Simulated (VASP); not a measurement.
The input files of a VASP run:

### KPOINTS
```
Automatic mesh
0
Gamma
3 3 2
0 0 0
```

POSCAR:
```
Sc
1
    3.1274535000    -5.4169081968     0.0000000000
    3.1274535000     5.4169081968     0.0000000000
    0.0000000000     0.0000000000     9.9587190000
Sc
2
Direct
  0.3333330000   0.6666670000   0.2500000000
  0.6666670000   0.3333330000   0.7500000000
```

### INCAR
```
SYSTEM = Sc
PREC = Accurate
ENCUT = 400
EDIFF = 1E-6
NELM = 100
ALGO = Normal
LREAL = .FALSE.
LASPH = .TRUE.
ISMEAR = 1
SIGMA = 0.1
GGA = PE
LMAXMIX = 4
LWAVE = .FALSE.
LCHARG = .FALSE.
ISIF = 2
```

POTCAR, in this order: Sc_sv (PBE.64 set). Program: vasp_std.

The run wrote:

File standard output:
```
...
DAV:  12    -0.386274897386E+01   -0.29338E-03   -0.13370E-01   264   0.165E+00    0.193E-01
DAV:  13    -0.387729714307E+01   -0.14548E-01   -0.24328E-02   257   0.102E+00    0.110E-01
DAV:  14    -0.387880876118E+01   -0.15116E-02   -0.13487E-02   312   0.286E-01    0.898E-02
DAV:  15    -0.387960354328E+01   -0.79478E-03   -0.95955E-03   254   0.297E-01    0.491E-02
DAV:  16    -0.387882530489E+01    0.77824E-03   -0.92721E-03   264   0.540E-01    0.115E-01
DAV:  17    -0.388121513976E+01   -0.23898E-02   -0.63488E-03   282   0.267E-01    0.915E-02
DAV:  18    -0.388187459264E+01   -0.65945E-03   -0.61319E-03   288   0.253E-01    0.505E-02
DAV:  19    -0.388209345765E+01   -0.21887E-03   -0.45976E-03   269   0.199E-01    0.177E-02
DAV:  20    -0.388279064808E+01   -0.69719E-03   -0.41209E-03   257   0.195E-01    0.366E-02
DAV:  21    -0.388321338765E+01   -0.42274E-03   -0.36541E-03   257   0.106E-01    0.478E-02
DAV:  22    -0.388336011890E+01   -0.14673E-03   -0.17535E-03   202   0.869E-02    0.564E-02
DAV:  23    -0.388354272669E+01   -0.18261E-03   -0.18676E-03   209   0.721E-02    0.664E-02
DAV:  24    -0.388366107806E+01   -0.11835E-03   -0.13498E-03   202   0.478E-02    0.789E-02
DAV:  25    -0.388366634130E+01   -0.52632E-05   -0.22043E-04   209   0.478E-02    0.935E-02
DAV:  26    -0.388364124650E+01    0.25095E-04   -0.16578E-04   209   0.356E-02    0.104E-01
DAV:  27    -0.388367616600E+01   -0.34920E-04   -0.39399E-04   202   0.291E-02    0.108E-01
DAV:  28    -0.388372823425E+01   -0.52068E-04   -0.40697E-04   209   0.248E-02    0.109E-01
DAV:  29    -0.388379534761E+01   -0.67113E-04   -0.33960E-04   216   0.257E-02    0.120E-01
DAV:  30    -0.388376842627E+01    0.26921E-04   -0.24167E-04   202   0.279E-02    0.115E-01
DAV:  31    -0.388379912474E+01   -0.30698E-04   -0.17357E-04   209   0.177E-02    0.119E-01
DAV:  32    -0.388387521596E+01   -0.76091E-04   -0.10503E-04   216   0.253E-02    0.127E-01
DAV:  33    -0.388391116863E+01   -0.35953E-04   -0.41767E-05   209   0.344E-02    0.135E-01
DAV:  34    -0.388395587031E+01   -0.44702E-04    0.28623E-05   216   0.441E-02    0.131E-01
DAV:  35    -0.388392039335E+01    0.35477E-04    0.40231E-05   202   0.380E-02    0.125E-01
DAV:  36    -0.388388475151E+01    0.35642E-04    0.30745E-04   216   0.253E-02    0.130E-01
DAV:  37    -0.388384664464E+01    0.38107E-04    0.40085E-04   209   0.161E-02    0.129E-01
DAV:  38    -0.388380741744E+01    0.39227E-04    0.18236E-04   216   0.142E-02    0.126E-01
DAV:  39    -0.388381410855E+01   -0.66911E-05    0.79050E-05   188   0.141E-02    0.126E-01
DAV:  40    -0.388375522833E+01    0.58880E-04    0.32371E-04   216   0.155E-02    0.122E-01
DAV:  41    -0.388357875238E+01    0.17648E-03    0.46290E-04   257   0.387E-02    0.940E-02
DAV:  42    -0.388364553907E+01   -0.66787E-04    0.72973E-05   195   0.241E-02    0.902E-02
DAV:  43    -0.388361000287E+01    0.35536E-04    0.41271E-04   202   0.181E-02    0.776E-02
DAV:  44    -0.388356381460E+01    0.46188E-04    0.32079E-04   202   0.215E-02    0.566E-02
DAV:  45    -0.388359643348E+01   -0.32619E-04    0.10076E-04   216   0.306E-02    0.477E-02
DAV:  46    -0.388357957154E+01    0.16862E-04    0.12214E-04   216   0.139E-02    0.356E-02
DAV:  47    -0.388358137498E+01   -0.18034E-05    0.11077E-04   216   0.205E-02    0.315E-02
DAV:  48    -0.388357426967E+01    0.71053E-05    0.71574E-05   209   0.119E-02    0.278E-02
DAV:  49    -0.388356994917E+01    0.43205E-05    0.50761E-05   202   0.870E-03    0.273E-02
DAV:  50    -0.388355634692E+01    0.13602E-04    0.14172E-04   202   0.777E-03    0.262E-02
DAV:  51    -0.388354739499E+01    0.89519E-05    0.87550E-05   216   0.685E-03    0.249E-02
DAV:  52    -0.388354691455E+01    0.48044E-06    0.13390E-05   216   0.965E-03    0.225E-02
DAV:  53    -0.388354726418E+01   -0.34962E-06   -0.13166E-06   202   0.834E-03

 -----------------------------------------------------------------------------
|                                                                             |
|               ----> ADVICE to this user running VASP <----                  |
|                                                                             |
|     Your highest band is occupied at some k-points! Unless you are          |
|     performing a calculation for an insulator or semiconductor, without     |
|     unoccupied bands, you have included TOO FEW BANDS!! Please increase     |
|     the parameter NBANDS in file INCAR to ensure that the highest band      |
|     is unoccupied at all k-points. It is always recommended to include      |
|     a few unoccupied bands to accelerate the convergence of                 |
|     molecular-dynamics runs (even for insulators or semiconductors),        |
|     since the presence of unoccupied bands improves wavefunction            |
|     prediction and helps to suppress 'band-crossings'.                      |
|                                                                             |
 -----------------------------------------------------------------------------

   1 F= -.38835473E+01 E0= -.38650679E+01  d E =-.554380E-01
```

File OUTCAR:
```
------------------------ aborting loop because EDIFF is reached ----------------------------------------
  FORCE on cell =-STRESS in cart. coord.  units (eV):
  Direction    XX          YY          ZZ          XY          YZ          ZX
  --------------------------------------------------------------------------------------
  Total       -1.2412589     -1.2412589     -1.3417028      0.0000000      0.0000000      0.0000000
  in kB       -5.8938240     -5.8938237     -6.3707578      0.0000000      0.0000000      0.0000000
  external PRESSURE =      -6.0528018 kB  Pullay stress =       0.0000000 kB
  volume of cell :      337.42
      direct lattice vectors                 reciprocal lattice vectors
     3.127453500 -5.416908197  0.000000000     0.159874479 -0.092303576  0.000000000
     3.127453500  5.416908197  0.000000000     0.159874479  0.092303576  0.000000000
     0.000000000  0.000000000  9.958719000     0.000000000  0.000000000  0.100414521
 POSITION                                       TOTAL-FORCE (eV/Angst)
 -----------------------------------------------------------------------------------
      3.12745      1.80564      2.48968         0.000000     -0.000000      0.000000
      3.12745     -1.80564      7.46904         0.000000      0.000000      0.000000
 -----------------------------------------------------------------------------------
    total drift:                               -0.000610      0.001244     -0.000011
  FREE ENERGIE OF THE ION-ELECTRON SYSTEM (eV)
  ---------------------------------------------------
  free  energy   TOTEN  =        -3.8835472642 eV

  energy  without entropy=       -3.8281092413  energy(sigma->0) =       -3.86506792
```
(Selected blocks of OUTCAR.)

**Question.** Read input and log: which fault does this run have?
A) the lattice was typed in bohr, and VASP reads ångström
B) selective dynamics freezes every atom
C) LDA potentials were taken and GGA is not set, so the run is LDA and not PBE
D) LEPSILON was set for a metal

**Answer.** A, the lattice was typed in bohr, and VASP reads ångström. The run ends without an error. Against the sound run, the energy per atom (σ→0) rises by 4.310 eV/atom; the pressure rises by 0.15 GPa; the volume rises by 570 %.

To mend it, correct POSCAR, correct KPOINTS.
File POSCAR:
```
Sc
1
    1.6550000000    -2.8665440000     0.0000000000
    1.6550000000     2.8665440000     0.0000000000
    0.0000000000     0.0000000000     5.2700000000
Sc
2
Direct
  0.3333330000   0.6666670000   0.2500000000
  0.6666670000   0.3333330000   0.7500000000
```
KPOINTS:
```
Automatic mesh
0
Gamma
10 10 5
0 0 0
```
The mended run (PBE GGA, plane waves, VASP's PBE PAW potentials (set 64)) converges, and its OSZICAR ends with
```
   1 F= -.12485920E+02 E0= -.12484619E+02  d E =-.390333E-02
```

The compound is Sc in the hcp structure. The cell was not relaxed at this level. VASP warned that the highest band is occupied, so more bands are needed.
